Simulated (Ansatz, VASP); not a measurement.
## VSe2 in two plane-wave programs

Aim: how closely do two programs agree when they are given the same cell, functional and k mesh? The cell is taken from a series of runs on this material, whose earlier steps may have relaxed, scaled, displaced or heated it; both programs get it as it stands.

Main program and level: Ansatz 0.2.0; plane waves, with VASP 6.6.1 beside it; PBEsol.

## Step 1: Set-up

It takes space group P-3m1 (No. 164, trigonal). Conventional cell: a = 3.274 Å, b = 3.274 Å, c = 6.149 Å, α = 90.00°, β = 90.00°, γ = 120.00°. Nearest to V lie 6 Se at 2.46 Å. Nearest to Se lie 3 V at 2.46 Å. Farther neighbours and most contacts between anions are not listed.

Structure file:

```xyz
3
Lattice="3.2742 0.0000 0.0000 -1.6371 2.8355 0.0000 0.0000 0.0000 6.1494" Properties=species:S:1:pos:R:3 pbc="T T T"
V     0.0000    0.0000    0.0000
Se    0.0000    1.8904    1.5707
Se    1.6371    0.9452    4.5787
```

## Step 2: VASP: zone-centre phonons, PBEsol

Second derivatives magnify differences that forces hide, and they need a tight electronic threshold.

Lines of VASP's logs that name or quote its potential files are left out, and so is its time.

The input, INCAR:

```
SYSTEM = VSe2
PREC = Accurate
ENCUT = 500
EDIFF = 1E-08
NELM = 120
ISMEAR = 1
SIGMA = 0.2
LREAL = .FALSE.
ALGO = Normal
GGA = PS
NBANDS = 18
LASPH = .TRUE.
LORBIT = 11
LWAVE = .FALSE.
LCHARG = .FALSE.
ISIF = 2
IBRION = 8
GGA_COMPAT = .FALSE.
KPAR = 2
```

The input, POSCAR:

```
VSe2
1.0
    3.2741976385      0.0000000000      0.0000000000
   -1.6370988193      2.8355383320      0.0000000000
    0.0000000000      0.0000000000      6.1494211305
V Se
1 2
Direct
    0.0000000000      0.0000000000      0.0000000000
    0.3333333333      0.6666666667      0.2554251729
    0.6666666667      0.3333333333      0.7445748271
```

The input, KPOINTS:

```
Automatic mesh
0
Gamma
6 6 3
0 0 0
```

Potentials, in the order of the species: V_sv and Se (PBE family, release 64).

The run is started by

```sh
> mpirun -np 2 vasp_std
```

Numbers of over 12 decimals in the logs are rounded to 6 here.

What it wrote:

```text
[banner, memory and clock lines left out]
running    2 mpi-ranks, on    1 nodes
 distrk:  each k-point on    1 cores,    2 groups
 distr:  one band on    1 cores,    1 groups

 POSCAR found type information on POSCAR V Se
 POSCAR found :  2 types and       3 ions
|                                                                             |
|               ----> ADVICE to this user running VASP <----                  |
|                                                                             |
|     You enforced a specific xc type in the INCAR file but a different       |
|     [... a line on the potential file left out ...]
|     I HOPE YOU KNOW WHAT YOU ARE DOING!                                     |
|                                                                             |

 LDA part: xc-table for (Slater+PW92), standard interpolation
 POSCAR, INCAR and KPOINTS ok, starting setup
 FFT: planning ... GRIDC
 FFT: planning ... GRID_SOFT
 FFT: planning ... GRID
 WAVECAR not read
 entering main loop
       N       E                     dE             d eps       ncg     rms          rms(c)
DAV:   1     0.196558322663E+03    0.19656E+03   -0.12084E+04   620   0.128E+03
DAV:   2    -0.947067782835E+01   -0.20603E+03   -0.20145E+03   662   0.350E+02
DAV:   3    -0.220838287099E+02   -0.12613E+02   -0.12365E+02   704   0.795E+01
DAV:   4    -0.222827861257E+02   -0.19896E+00   -0.19838E+00   692   0.994E+00
DAV:   5    -0.222847745715E+02   -0.19884E-02   -0.19878E-02   742   0.102E+00    0.213E+01
DAV:   6    -0.252405509647E+02   -0.29558E+01   -0.76573E+01   620   0.562E+01    0.244E+01
DAV:   7    -0.201314452872E+02    0.51091E+01   -0.80851E+01   712   0.585E+01    0.926E+00
DAV:   8    -0.195757810920E+02    0.55566E+00   -0.34382E+00   650   0.124E+01    0.249E+00
DAV:   9    -0.195234749317E+02    0.52306E-01   -0.25812E-01   732   0.346E+00    0.697E-01
DAV:  10    -0.195198817242E+02    0.35932E-02   -0.17849E-02   670   0.980E-01    0.215E-01
DAV:  11    -0.195197769602E+02    0.10476E-03   -0.16965E-03   668   0.354E-01    0.605E-02
DAV:  12    -0.195198014501E+02   -0.24490E-04   -0.23259E-04   676   0.123E-01    0.560E-02
DAV:  13    -0.195197782601E+02    0.23190E-04   -0.15715E-04   666   0.104E-01    0.105E-02
DAV:  14    -0.195197792512E+02   -0.99112E-06   -0.90657E-06   658   0.271E-02    0.903E-03
DAV:  15    -0.195197789622E+02    0.28896E-06   -0.38764E-06   658   0.156E-02    0.206E-03
DAV:  16    -0.195197789444E+02    0.17791E-07   -0.31747E-07   684   0.465E-03    0.383E-04
DAV:  17    -0.195197789418E+02    0.26566E-08   -0.11160E-08   428   0.716E-04
   1 F= -.19519779E+02 E0= -.19516035E+02  d E =-.112313E-01
 Linear response reoptimize wavefunctions to high precision
DAV:   1    -0.195197789338E+02    0.79554E-08   -0.27314E-09   418   0.403E-04
DAV:   2    -0.195197789338E+02    0.35016E-10   -0.15427E-10   352   0.123E-04
 Linear response DOF=           4
 Linear response progress:
  Degree of freedom:   1/  4
       N       E                     dE             d eps       ncg     rms          rms(c)
RMM:   1    -0.110173228762E+01   -0.11017E+01   -0.19089E+01  1291   0.775E+01
RMM:   2    -0.978926847312E+00    0.12281E+00   -0.27222E-01  1787   0.449E+00    0.156E-01
RMM:   3    -0.982259927814E+00   -0.33331E-02   -0.25280E-02  2087   0.103E+00    0.725E-02
RMM:   4    -0.980740667865E+00    0.15193E-02   -0.93117E-04  2208   0.252E-01    0.224E-02
RMM:   5    -0.980299139154E+00    0.44153E-03   -0.59382E-05  2310   0.668E-02    0.789E-03
RMM:   6    -0.980226357976E+00    0.72781E-04   -0.50266E-06  2112   0.235E-02    0.704E-03
RMM:   7    -0.980187988896E+00    0.38369E-04   -0.19211E-06  2054   0.116E-02    0.133E-03
RMM:   8    -0.980194799707E+00   -0.68108E-05   -0.23306E-06  2449   0.413E-03    0.712E-04
RMM:   9    -0.980205081488E+00   -0.10282E-04   -0.22219E-07  2217   0.153E-03    0.988E-05
RMM:  10    -0.980206530320E+00   -0.14488E-05   -0.12950E-08  2471   0.602E-04    0.438E-05
RMM:  11    -0.980207238844E+00   -0.70852E-06   -0.35805E-07  2452   0.288E-04    0.157E-05
RMM:  12    -0.980207375039E+00   -0.13620E-06   -0.20387E-08  2331   0.168E-04    0.709E-06
RMM:  13    -0.980207358665E+00    0.16374E-07   -0.12477E-07  2373   0.109E-04    0.170E-06
RMM:  14    -0.980207359080E+00   -0.41451E-09   -0.17741E-08  2521   0.783E-05    0.138E-06
 first order change of Fermi-energy   0.64690E-03
 force on displaced ion       1 direction 1 :  -6.368   0.000   0.000
 Linear response progress:
  Degree of freedom:   2/  4
       N       E                     dE             d eps       ncg     rms          rms(c)
RMM:   1    -0.117070708392E+01   -0.11707E+01   -0.18014E+01   639   0.787E+01
RMM:   2    -0.105084741439E+01    0.11986E+00   -0.28324E-01   899   0.413E+00    0.206E-01
RMM:   3    -0.105283722645E+01   -0.19898E-02   -0.24957E-02  1060   0.908E-01    0.968E-02
RMM:   4    -0.105088798378E+01    0.19492E-02   -0.98434E-04  1069   0.241E-01    0.311E-02
RMM:   5    -0.105026775053E+01    0.62023E-03   -0.11993E-04  1100   0.666E-02    0.121E-02
RMM:   6    -0.105008913986E+01    0.17861E-03    0.13344E-05  1040   0.290E-02    0.109E-02
RMM:   7    -0.104999699331E+01    0.92147E-04   -0.19931E-05  1010   0.157E-02    0.175E-03
RMM:   8    -0.104998973248E+01    0.72608E-05    0.34186E-06  1202   0.558E-03    0.990E-04
RMM:   9    -0.105001087140E+01   -0.21139E-04    0.24958E-06  1079   0.232E-03    0.260E-04
RMM:  10    -0.105000798090E+01    0.28905E-05    0.64770E-07  1164   0.907E-04    0.136E-04
RMM:  11    -0.105000607468E+01    0.19062E-05   -0.41646E-07  1134   0.458E-04    0.345E-05
RMM:  12    -0.105000649070E+01   -0.41602E-06   -0.70017E-07  1167   0.252E-04    0.101E-05
RMM:  13    -0.105000639250E+01    0.98209E-07    0.68723E-08  1263   0.152E-04    0.675E-06
RMM:  14    -0.105000636056E+01    0.31932E-07    0.22408E-08  1228   0.104E-04    0.423E-06
RMM:  15    -0.105000633921E+01    0.21357E-07    0.79787E-08  1194   0.794E-05    0.545E-07
RMM:  16    -0.105000634344E+01   -0.42303E-08    0.31599E-08   972   0.636E-05    0.773E-07
 first order change of Fermi-energy   0.11950E-02
 force on displaced ion       1 direction 3 :  -0.000   0.000 -19.476
 Linear response progress:
  Degree of freedom:   3/  4
       N       E                     dE             d eps       ncg     rms          rms(c)
RMM:   1    -0.726592513305E-01   -0.72659E-01    0.31873E-02  4720   0.149E+00
RMM:   2    -0.707034941665E-01    0.19558E-02   -0.40371E-03  3198   0.371E-01    0.846E-02
RMM:   3    -0.708973772131E-01   -0.19388E-03   -0.37065E-04  3413   0.818E-02    0.483E-02
RMM:   4    -0.711438271200E-01   -0.24645E-03   -0.54147E-05  3260   0.464E-02    0.629E-03
RMM:   5    -0.711332232325E-01    0.10604E-04   -0.34411E-06  3683   0.138E-02    0.261E-03
RMM:   6    -0.711259338282E-01    0.72894E-05   -0.14775E-06  3238   0.419E-03    0.186E-03
RMM:   7    -0.711252972937E-01    0.63653E-06   -0.31186E-07  3039   0.224E-03    0.643E-04
RMM:   8    -0.711265350215E-01   -0.12377E-05   -0.32549E-08  3540   0.786E-04    0.192E-04
RMM:   9    -0.711269560621E-01   -0.42104E-06   -0.28434E-07  3749   0.296E-04    0.597E-05
RMM:  10    -0.711271167831E-01   -0.16072E-06    0.10780E-08  3577   0.917E-05    0.190E-05
RMM:  11    -0.711271646849E-01   -0.47902E-07    0.20964E-08  3685   0.574E-05    0.361E-06
RMM:  12    -0.711271572460E-01    0.74389E-08   -0.11590E-08  3913   0.389E-05    0.954E-07
 first order change of Fermi-energy   0.70271E-04
 force on displaced ion       2 direction 1 :  -4.789   0.000  -0.000
 Linear response progress:
  Degree of freedom:   4/  4
       N       E                     dE             d eps       ncg     rms          rms(c)
RMM:   1    -0.110438938329E+00   -0.11044E+00    0.65020E-02  1390   0.167E+00
RMM:   2    -0.106390115447E+00    0.40488E-02   -0.41799E-03   938   0.398E-01    0.219E-01
RMM:   3    -0.106649345588E+00   -0.25923E-03   -0.93703E-04   884   0.220E-01    0.245E-01
RMM:   4    -0.106407863427E+00    0.24148E-03   -0.35014E-04   843   0.156E-01    0.115E-01
RMM:   5    -0.106525477659E+00   -0.11761E-03   -0.64853E-05   972   0.490E-02    0.114E-02
RMM:   6    -0.106533684439E+00   -0.82068E-05   -0.84455E-06  1088   0.141E-02    0.456E-03
RMM:   7    -0.106532985434E+00    0.69900E-06    0.17004E-06   986   0.392E-03    0.136E-03
RMM:   8    -0.106531901531E+00    0.10839E-05   -0.19440E-07   976   0.145E-03    0.265E-04
RMM:   9    -0.106532625339E+00   -0.72381E-06    0.13547E-07   979   0.652E-04    0.143E-04
RMM:  10    -0.106532783024E+00   -0.15769E-06   -0.69046E-08   974   0.289E-04    0.254E-05
RMM:  11    -0.106532738010E+00    0.45015E-07   -0.24212E-08  1088   0.124E-04    0.929E-06
RMM:  12    -0.106532736689E+00    0.13213E-08   -0.83428E-09  1049   0.587E-05    0.507E-06
 first order change of Fermi-energy   0.16583E+00
 force on displaced ion       2 direction 3 :   0.000  -0.000 -11.800
 Linear response finished
```

OUTCAR, selected parts (step 2):

```text
ion  position               nearest neighbor table
   1  0.000  0.000  0.000-   2 2.46   3 2.46   3 2.46   2 2.46   3 2.46   2 2.46
   2  0.333  0.667  0.255-   1 2.46   1 2.46   1 2.46
   3  0.667  0.333  0.745-   1 2.46   1 2.46   1 2.46

  LATTYP: Found a hexagonal cell.
 ALAT       =     3.2741976385
 C/A-ratio  =     1.8781459794

 Subroutine GETGRP returns: Found 12 space group operations
 (whereof 12 operations were pure point group operations)

The static configuration has the point symmetry D_3d.

 Found     17 irreducible k-points:

   k-points           NKPTS =     17   k-points in BZ     NKDIM =     17   number of bands    NBANDS=     18

   dimension x,y,z NGX =    24 NGY =   24 NGZ =   48
   dimension x,y,z NGXF=    48 NGYF=   48 NGZF=   96

   ENCUT  =  500.0 eV  36.75 Ry    6.06 a.u.   5.97  5.97 11.21*2*pi/ulx,y,z

   NELECT =      25.0000    total number of electrons

 k-points in reciprocal lattice and weights: Automatic mesh
   0.00000000  0.00000000  0.00000000       0.009
   0.16666667  0.00000000  0.00000000       0.056
   0.33333333  0.00000000  0.00000000       0.056
   0.50000000  0.00000000  0.00000000       0.028
   0.16666667  0.16666667  0.00000000       0.056
   0.33333333  0.16666667  0.00000000       0.111
   0.33333333  0.33333333  0.00000000       0.019
   0.00000000  0.00000000  0.33333333       0.019
   0.16666667  0.00000000  0.33333333       0.056
[...]
-0.16666667  0.50000000  0.33333333       0.111
   0.33333333  0.33333333  0.33333333       0.037

 average (electrostatic) potential at core
       1 -74.8230       2 -52.4428       3 -52.4428

  Total       -0.0000996     -0.0000996      0.1477176      0.0000000      0.0000000     -0.0000000
  in kB       -0.0027956     -0.0027956      4.1454164      0.0000000      0.0000000     -0.0000000
  external PRESSURE =       1.3799418 kB  Pullay stress =       0.0000000 kB

  energy-cutoff  :      500.00
  volume of cell :       57.09
      direct lattice vectors                 reciprocal lattice vectors
     3.274197639  0.000000000  0.000000000     0.305418338  0.176333359  0.000000000
    -1.637098819  2.835538332  0.000000000     0.000000000  0.352666719  0.000000000
     0.000000000  0.000000000  6.149421131     0.000000000  0.000000000  0.162616932

 POSITION                                       TOTAL-FORCE (eV/Angst)
 -----------------------------------------------------------------------------------
      0.00000      0.00000      0.00000        -0.000000      0.000000      0.000000
     -0.00000      1.89036      1.57072        -0.000000      0.000000      0.045344
      1.63710      0.94518      4.57870         0.000000     -0.000000     -0.045344
 -----------------------------------------------------------------------------------
    total drift:                               -0.000000     -0.000000      0.000000

 Eigenvectors and eigenvalues of the dynamical matrix
 ----------------------------------------------------

   1 f  =   11.118296 THz    69.858313 2PiTHz  370.866427 cm-1    45.981556 meV
             X         Y         Z           dx          dy          dz
      0.000000  0.000000  0.000000     0.000000    0.000000    0.869412
     -0.000000  1.890359  1.570717     0.000000    0.000000   -0.349373
      1.637099  0.945179  4.578704    -0.000000   -0.000000   -0.349373

   2 f  =    6.547649 THz    41.140090 2PiTHz  218.406050 cm-1    27.078887 meV
             X         Y         Z           dx          dy          dz
      0.000000  0.000000  0.000000     0.000000    0.000000   -0.000000
     -0.000000  1.890359  1.570717     0.000000    0.000000   -0.707107
      1.637099  0.945179  4.578704    -0.000000   -0.000000    0.707107

   3 f  =    6.361169 THz    39.968401 2PiTHz  212.185746 cm-1    26.307668 meV
             X         Y         Z           dx          dy          dz
      0.000000  0.000000  0.000000     0.340782   -0.799337   -0.000000
     -0.000000  1.890359  1.570717    -0.137242    0.321914   -0.000000
      1.637099  0.945179  4.578704    -0.137242    0.321914    0.000000

   4 f  =    6.361169 THz    39.968401 2PiTHz  212.185746 cm-1    26.307668 meV
             X         Y         Z           dx          dy          dz
      0.000000  0.000000  0.000000    -0.799337   -0.340782   -0.000000
     -0.000000  1.890359  1.570717     0.321914    0.137242    0.000000
      1.637099  0.945179  4.578704     0.321914    0.137242    0.000000

   5 f  =    4.442649 THz    27.913985 2PiTHz  148.190811 cm-1    18.373311 meV
             X         Y         Z           dx          dy          dz
      0.000000  0.000000  0.000000    -0.000000    0.000000    0.000000
     -0.000000  1.890359  1.570717    -0.277308    0.650461    0.000000
      1.637099  0.945179  4.578704     0.277308   -0.650461   -0.000000

   6 f  =    4.442649 THz    27.913985 2PiTHz  148.190810 cm-1    18.373311 meV
             X         Y         Z           dx          dy          dz
      0.000000  0.000000  0.000000    -0.000000   -0.000000    0.000000
     -0.000000  1.890359  1.570717     0.650461    0.277308    0.000000
      1.637099  0.945179  4.578704    -0.650461   -0.277308    0.000000

   7 f/i=    0.002903 THz     0.018241 2PiTHz    0.096840 cm-1     0.012007 meV
             X         Y         Z           dx          dy          dz
      0.000000  0.000000  0.000000    -0.000000    0.000000   -0.494088
     -0.000000  1.890359  1.570717    -0.000000    0.000000   -0.614767
      1.637099  0.945179  4.578704    -0.000000    0.000000   -0.614767

   8 f/i=    0.007612 THz     0.047828 2PiTHz    0.253910 cm-1     0.031481 meV
             X         Y         Z           dx          dy          dz
      0.000000  0.000000  0.000000    -0.471278    0.151079    0.000000
     -0.000000  1.890359  1.570717    -0.585110    0.187571    0.000000
      1.637099  0.945179  4.578704    -0.585110    0.187571    0.000000

   9 f/i=    0.007612 THz     0.047828 2PiTHz    0.253910 cm-1     0.031481 meV
             X         Y         Z           dx          dy          dz
      0.000000  0.000000  0.000000    -0.151079   -0.471278   -0.000000
     -0.000000  1.890359  1.570717    -0.187571   -0.585110   -0.000000
      1.637099  0.945179  4.578704    -0.187571   -0.585110   -0.000000

 ELASTIC MODULI CONTR FROM IONIC RELAXATION (kBar)
 Direction    XX          YY          ZZ          XY          YZ          ZX
 --------------------------------------------------------------------------------
 XX        -307.1428   -153.7298   -602.8679      0.0000    245.1415     -0.0000
 YY        -153.7298   -307.1428   -602.8679      0.0000   -245.1415      0.0000
 ZZ        -602.8679   -602.8679  -1577.2238      0.0000      0.0000     -0.0000
 XY           0.0000      0.0000      0.0000    -76.7065      0.0000    223.7456
 YZ         245.1415   -245.1415      0.0000      0.0000   -783.4325      0.0000
 ZX          -0.0000      0.0000     -0.0000    223.7456      0.0000   -652.6452
 --------------------------------------------------------------------------------
```

This run has no spin polarisation, so a moment on V, if there is one, isn't seen. Its electron count is odd, so without a moment it is a metal by construction.

[end of part 1 of 2]

[Lines on the potential files, build, host, timing and source positions are cut from VASP's logs without a mark.]

[Logs are printed without paths, hosts, clocks, repeated set-up lines and the standing remarks that a program may print on its own settings, such as how far it seeks lower states.]

[Hosts, paths, dates, database ids (printed as entryN), source tags and the programs' standing remarks are cut or masked in the printed files.]
